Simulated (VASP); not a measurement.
Given:

```yaml
crystal:
  lattice:
    - [2.86028, -2.86495, 0.00000]
    - [2.86028, 2.86495, 0.00000]
    - [-2.81641, 0.00000, 7.11412]
  atoms:
    - { symbol: Gd, position: [0.37497, 0.62503, 0.25000] }
    - { symbol: Gd, position: [0.62503, 0.37497, 0.75000] }
    - { symbol: Si, position: [0.20855, 0.95827, 0.91593] }
    - { symbol: Si, position: [0.79145, 0.04173, 0.08407] }
    - { symbol: Si, position: [0.04173, 0.79145, 0.58407] }
    - { symbol: Si, position: [0.95827, 0.20855, 0.41593] }
```

All values below come from PBEsol GGA, VASP's PBE PAW potentials (set 64) (plane waves; VASP). Settings: 300 eV cut-off, 5×5×3 Γ-centred mesh, Fermi-Dirac smearing of 0.14 eV, potentials Gd Si.

At this cut-off the stress carries a Pulay error, which pulls relaxed volumes low. The run has a spin-polarised start.

### Question
Give the stress tensor in GPa (positive for a compressed cell).

### Answer

```
-2.14   0.00  -0.22
 0.00  -2.35   0.00
-0.22   0.00  -2.87
```
The pressure is its mean diagonal, -2.45 GPa.

The structure comes from a computed database's GdSi2 entry; how it stands against other phases isn't given here. The cell was not relaxed at this level. The k-mesh is coarse (spacing up to 0.32 per Å, 2π included), so the numbers may not be converged in it.
